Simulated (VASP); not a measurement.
Calculation: PBEsol GGA, VASP's PBE PAW potentials (set 64) (plane waves; VASP).

Gaps are without spin-orbit coupling.

| Quantity | Result |
|---|---|
| volume per atom | 23.74 Å³/atom |
| band gap (over mesh and band path) | 0.98 eV |
| smallest direct gap (over mesh and band path) | 0.98 eV |

**Question.** Which relaxed crystal gives these values?
A. Zn3CdSe4, P-43m (215)
B. WO3, P4/nmm (129)
C. SrO, Fm-3m (225)
D. SnS2, P6_3mc (186)

**Answer.** A, Zn3CdSe4, P-43m (215)
